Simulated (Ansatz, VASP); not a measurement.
## Si (Si (Fd-3m)): VASP beside Ansatz

Aim: how closely do two programs agree when they are given the same cell, functional and k mesh? The cell is taken from a series of runs on this material, whose earlier steps may have relaxed, scaled, displaced or heated it; both programs get it as it stands.

Program: Ansatz 0.2.0. Level of theory: plane waves, with VASP 6.6.1 beside it; single point at LDA. Results are calculated unless marked as measured.

## Step 1: The starting structure

The cell holds 216 atoms: 216 Si. Cell: a = 16.206 Å, b = 16.206 Å, c = 16.206 Å, α = 90.0°, β = 90.0°, γ = 90.0°.

## Step 2: VASP: single point, LDA

A single point gives forces, pressure and levels at one fixed geometry, so differences don't come from the geometry; what else differs is listed under the comparison.

Lines of VASP's logs that name or quote its potential files are left out, and so is its time.

INCAR

```
SYSTEM = Si
PREC = Accurate
ENCUT = 400
EDIFF = 1E-06
NELM = 120
ISMEAR = -1
SIGMA = 0.01
LREAL = Auto
ALGO = Normal
GGA = CA
NBANDS = 583
LORBIT = 11
LWAVE = .FALSE.
LCHARG = .FALSE.
ISIF = 2
LASPH = .TRUE.
GGA_COMPAT = .FALSE.
EFERMI = MIDGAP
```

POSCAR

```
Si
1.0
   16.2058915075      0.0000000000      0.0000000000
    0.0000000000     16.2058915075      0.0000000000
    0.0000000000      0.0000000000     16.2058915075
Si
216
Direct
    0.0000000000      0.0000000000      0.0000000000
    0.0000000000      0.1666666667      0.1666666667
    0.1666666667      0.0000000000      0.1666666667
    0.1666666667      0.1666666667      0.0000000000
    0.0833333333      0.0833333333      0.0833333333
    0.0833333333      0.2500000000      0.2500000000
    0.2500000000      0.0833333333      0.2500000000
    0.2500000000      0.2500000000      0.0833333333
    0.0000000000      0.0000000000      0.3333333333
    0.0000000000      0.1666666667      0.5000000000
    0.1666666667      0.0000000000      0.5000000000
    0.1666666667      0.1666666667      0.3333333333
    0.0833333333      0.0833333333      0.4166666667
    0.0833333333      0.2500000000      0.5833333333
    0.2500000000      0.0833333333      0.5833333333
    0.2500000000      0.2500000000      0.4166666667
    0.0000000000      0.0000000000      0.6666666667
    0.0000000000      0.1666666667      0.8333333333
    0.1666666667      0.0000000000      0.8333333333
    0.1666666667      0.1666666667      0.6666666667
    0.0833333333      0.0833333333      0.7500000000
    0.0833333333      0.2500000000      0.9166666667
    0.2500000000      0.0833333333      0.9166666667
    0.2500000000      0.2500000000      0.7500000000
    0.0000000000      0.3333333333      0.0000000000
    0.0000000000      0.5000000000      0.1666666667
    0.1666666667      0.3333333333      0.1666666667
    0.1666666667      0.5000000000      0.0000000000
    0.0833333333      0.4166666667      0.0833333333
    0.0833333333      0.5833333333      0.2500000000
[... 180 atom lines left out ...]
    0.8333333333      0.6666666667      0.8333333333
    0.8333333333      0.8333333333      0.6666666667
    0.7500000000      0.7500000000      0.7500000000
    0.7500000000      0.9166666667      0.9166666667
    0.9166666667      0.7500000000      0.9166666667
    0.9166666667      0.9166666667      0.7500000000
```

KPOINTS

```
Automatic mesh
0
Gamma
1 1 1
0 0 0
```

The projector-augmented-wave data sets are Si (LDA family, release 64).

The run is started by

```bash
export OMP_NUM_THREADS=4
mpirun -np 1 vasp_gam
```

Numbers of over 12 decimals in the logs are rounded to 6 here.

What it wrote:

```text
[banner, memory and clock lines left out]
running    1 mpi-ranks, on    1 nodes
[...]
Offloading initialized ...    1 GPUs detected
[...]
LDA part: xc-table for (Slater(with rela. corr.)+CA(PZ))
 , standard interpolation
 POSCAR, INCAR and KPOINTS ok, starting setup
[...]
entering main loop
       N       E                     dE             d eps       ncg     rms          rms(c)
DAV:   1     0.369120938870E+04    0.36912E+04   -0.32196E+05  1166   0.106E+03
DAV:   2    -0.808450267708E+03   -0.44997E+04   -0.41855E+04  1508   0.200E+02
DAV:   3    -0.129979556610E+04   -0.49135E+03   -0.48111E+03  1452   0.593E+01
DAV:   4    -0.131367979053E+04   -0.13884E+02   -0.13783E+02  1412   0.120E+01
[...]
DAV:  12    -0.128390690145E+04   -0.47020E-05   -0.48888E-05  1428   0.795E-03    0.354E-02
DAV:  13    -0.128390690340E+04   -0.19469E-05   -0.31988E-06  1020   0.177E-03    0.226E-02
DAV:  14    -0.128390690324E+04    0.15473E-06   -0.42666E-07   780   0.717E-04
   1 F= -.12839069E+04 E0= -.12839069E+04  d E =-.268692E-11
```

OUTCAR, selected parts (step 2):

```text
  FREE ENERGIE OF THE ION-ELECTRON SYSTEM (eV)
  ---------------------------------------------------
  free  energy   TOTEN  =     -1283.9069032408 eV

  energy  without entropy=    -1283.9069032408  energy(sigma->0) =    -1283.90690324
```

The run ends at a pressure of 0.13 GPa.

## Step 3: Ansatz: single point, LDA

Ansatz runs on its default PAW (the set named soft_2) files.

The same cell, functional (in two slightly different forms), mesh and smearing now go to Ansatz.

input.yaml

```yaml
crystal:
  lattice:
    - [16.2058915075, 0.0, 0.0]
    - [0.0, 16.2058915075, 0.0]
    - [0.0, 0.0, 16.2058915075]
  atoms:
    - { symbol: Si, position: [0.0, 0.0, 0.0] }
    - { symbol: Si, position: [0.0, 0.1666666667, 0.1666666667] }
    - { symbol: Si, position: [0.1666666667, 0.0, 0.1666666667] }
    - { symbol: Si, position: [0.1666666667, 0.1666666667, 0.0] }
    - { symbol: Si, position: [0.0833333333, 0.0833333333, 0.0833333333] }
    - { symbol: Si, position: [0.0833333333, 0.25, 0.25] }
    - { symbol: Si, position: [0.25, 0.0833333333, 0.25] }
    - { symbol: Si, position: [0.25, 0.25, 0.0833333333] }
    - { symbol: Si, position: [0.0, 0.0, 0.3333333333] }
    - { symbol: Si, position: [0.0, 0.1666666667, 0.5] }
    - { symbol: Si, position: [0.1666666667, 0.0, 0.5] }
    - { symbol: Si, position: [0.1666666667, 0.1666666667, 0.3333333333] }
    - { symbol: Si, position: [0.0833333333, 0.0833333333, 0.4166666667] }
    - { symbol: Si, position: [0.0833333333, 0.25, 0.5833333333] }
    - { symbol: Si, position: [0.25, 0.0833333333, 0.5833333333] }
    - { symbol: Si, position: [0.25, 0.25, 0.4166666667] }
    - { symbol: Si, position: [0.0, 0.0, 0.6666666667] }
    - { symbol: Si, position: [0.0, 0.1666666667, 0.8333333333] }
    - { symbol: Si, position: [0.1666666667, 0.0, 0.8333333333] }
    - { symbol: Si, position: [0.1666666667, 0.1666666667, 0.6666666667] }
    - { symbol: Si, position: [0.0833333333, 0.0833333333, 0.75] }
    - { symbol: Si, position: [0.0833333333, 0.25, 0.9166666667] }
    - { symbol: Si, position: [0.25, 0.0833333333, 0.9166666667] }
    - { symbol: Si, position: [0.25, 0.25, 0.75] }
    - { symbol: Si, position: [0.0, 0.3333333333, 0.0] }
    - { symbol: Si, position: [0.0, 0.5, 0.1666666667] }
    - { symbol: Si, position: [0.1666666667, 0.3333333333, 0.1666666667] }
    - { symbol: Si, position: [0.1666666667, 0.5, 0.0] }
    - { symbol: Si, position: [0.0833333333, 0.4166666667, 0.0833333333] }
    - { symbol: Si, position: [0.0833333333, 0.5833333333, 0.25] }
[... 180 atom lines left out ...]
    - { symbol: Si, position: [0.8333333333, 0.6666666667, 0.8333333333] }
    - { symbol: Si, position: [0.8333333333, 0.8333333333, 0.6666666667] }
    - { symbol: Si, position: [0.75, 0.75, 0.75] }
    - { symbol: Si, position: [0.75, 0.9166666667, 0.9166666667] }
    - { symbol: Si, position: [0.9166666667, 0.75, 0.9166666667] }
    - { symbol: Si, position: [0.9166666667, 0.9166666667, 0.75] }
basis:
  ecutwfc: 420
  xc_grid: 2
hamiltonian:
  xc: lda
kpoints:
  mp_grid: { grid: [1, 1, 1] }
scf:
  occupations: { method: fermi_dirac, width: 0.01 }
  max_iter: 80
```

The run is started by

```bash
ansatz run input.yaml --threads 4 --pin off --max-ram 7536MiB --backend cpu --events-out ev --progress --plain --runs-dir out
```

What it wrote:

```text
Engine: ansatz 0.2.0, x86_64-unknown-linux-gnu
Pseudopotentials: kind: paw
Pseudopotential: Si, paw, valence charge 4, recommended cutoff 420 eV (normal), Si.paw.azcp
Functional definition: SPW92
  exchange = slater_x
  correlation = pw_c
Crystal: 216 atoms, lattice volume = 4256.168 Å³
Basis set: ecut = 420 eV, 83119 PW (Γ), exchange–correlation on 240×240×240 points (8 copies of the dense FFT grid, shifted against one another)
Bands: 648, of which v1, the nominal top of the filled ones, is band 432 counted from 1 (431 counted from 0)
Symmetry: 5184 space group operations
Space group: Fd-3m (ITA 227), of the structure as read, at distance tolerance 1.6e-4 Å
k-points: 1
Non-local potential: Si, projectors of the file, l = 0: 2, l = 1: 2, l = 2: 2
PAW form: soft (Blöchl's): semilocal exchange-correlation on the pseudo side does not see the compensation charge
PAW frozen core: Si, regenerated for the run's functional, and the local potential with it (the file was generated under x = pbe(κ = 0.804, μ = 0.219515), c = pbe(β = 0.066725))
PAW one-centre angular grid: Si, 110 points (default); XC on 64 Gauss nodes
Initial density: superposition of atomic densities (neutral atoms: chi_scale 0, normalization atom), corrected by the library's trained network
Initial wavefunctions: pseudopotential atomic-orbital guess
Functional: x = slater, c = lda
SCF iter   1: F=—  HF=-131464.639684 eV  |F-HF|=—  |Δ(HF+E_count)|=         —  Δρ=3.96e-3  dr2=4.17e-1  ethr=1.77e-3  ⟨swp⟩=6.0  Hψ=2979  notcnv=0  defer=97
preconditioner: auto → Resta (q_TF=auto, 2.092 Å⁻¹)  ε∞=5.5  [insulator: Δε(μ)=0.586 eV  Ē_g=7.894 eV  σ=0.010 eV  W_gap=1.00  n_scr=690 (ndim 8)  ℏωp=16.7 eV  f_vac=0.000  D(μ)=0.00/eV (n_scr^D=0)  ε∞_Penn≈5.5]
SCF iter   2: F=—  HF=-131464.561704 eV  |F-HF|=—  |Δ(HF+E_count)|=   7.80e-2  Δρ=2.20e-3  dr2=1.32e-1  ethr=4.83e-5  ⟨swp⟩=2.0  Hψ=749  notcnv=0  defer=198
SCF iter   3: F=—  HF=-131464.522431 eV  |F-HF|=—  |Δ(HF+E_count)|=   3.93e-2  Δρ=1.30e-4  dr2=6.48e-4  ethr=1.53e-5  ⟨swp⟩=3.0  Hψ=891  notcnv=0  defer=56
automatic band count: iteration 3 solves 500 bands in place of 648: the levels show a gap, and the empty bands left out lie too high to hold charge; the band table lists the bands solved (type scf.n_extra_bands for more)
SCF iter   4: F=—  HF=-131464.522596 eV  |F-HF|=—  |Δ(HF+E_count)|=   1.65e-4  Δρ=2.07e-5  dr2=2.69e-5  ethr=7.50e-8  ⟨swp⟩=3.0  Hψ=874  notcnv=0  defer=56
SCF iter   5: F=—  HF=-131464.522602 eV  |F-HF|=—  |Δ(HF+E_count)|=   5.81e-6  Δρ=5.15e-6  dr2=1.51e-6  ethr=3.12e-9  ⟨swp⟩=2.0  Hψ=876  notcnv=0  defer=56
SCF iter   6: F=-131464.522602 eV  HF=-131464.522602 eV  |F-HF|=1.02e-9  |Δ(HF+E_count)|=   5.57e-7  Δρ=2.84e-7  dr2=1.85e-9  ethr=1.16e-10  ⟨swp⟩=2.0  Hψ=936  notcnv=0
SCF 1 converged in 6 iterations: F = -131464.522602 eV  dr2 = 1.85e-9
  greatest PAW one-centre occupation: 0.639 electrons in one spin orbital (limit 2), on the Si atom at site 211 (counted from 0), in its partial waves of l = 0
SCF converged after 6 iterations
Free energy (F): -131464.522602 eV
Harris-Foulkes:  -131464.522602 eV  (|F-HF|=1.02e-9)
Internal energy: -131464.522602 eV  (E = F + TS)
E sigma→0 (E₀):  -131464.522602 eV
Fermi energy:    6.510521 eV
--- Per-component energies (eV) ---
  E_band       = 960.772311
  E_kinetic    = 8813.164624
  E_local      = -6051.640190  (includes V_loc(G=0)·N_el)
  E_nonlocal   = 5858.130732
  E_hartree    = 1594.565047
  E_xc         = -11865.489677
  E_vxc        = -10215.499248  (∫ρ·V_xc dr)
  E_paw        = -105018.739220  (= ΣΔE_a)
  E_vpaw       = -632.513579  (= ΣTr[D̂ρ^β])
  E_aug_tail   = 0.001190  (compensation charges beyond the density's cutoff)
  E_ewald      = -24812.730544
  E_core_change = 18.215436  (= ΣΔE_core)
  E_smearing   = -0.000000  (= −TS)
  E_closure    = -0.000000  (closes the sum)
  Σ components = -131464.522602   (vs F -131464.522602, Δ=0.00e0)
```

## Step 4: Side by side

Known differences besides the potentials themselves: the two LDA forms differ slightly; the cutoff is 420 eV in Ansatz and 400 eV in VASP (PREC = Accurate, projectors in real space); VASP's log shows a relativistic correction to its local exchange, Ansatz's none. Total energies have different zeros and are not compared.

The two programs side by side:

```
              quantity  Ansatz   VASP  difference
gap on the k mesh (eV)   0.569  0.567      +0.002
```

A gap on the mesh is an upper bound, since the band edges may lie between its points.

## Step 5: What came out

```
difference in gap on the k mesh (single point, LDA) : 0.0019 eV
```

**Reading.** The difference in gap on the k mesh is 0.0019 eV (single point, LDA), within the 0.08 eV picked in this series as the mark of a large difference. Such differences can come from data sets, numerical settings and the points named under the comparisons, not from the functional's error against experiment.

[Lines on the potential files, build, host, timing and source positions are cut from VASP's logs without a mark.]

[Logs are printed without paths, hosts, clocks, repeated set-up lines and the standing remarks that a program may print on its own settings, such as how far it seeks lower states.]

[Hosts, paths, dates, database ids (printed as entryN), source tags and the programs' standing remarks are cut or masked in the printed files.]
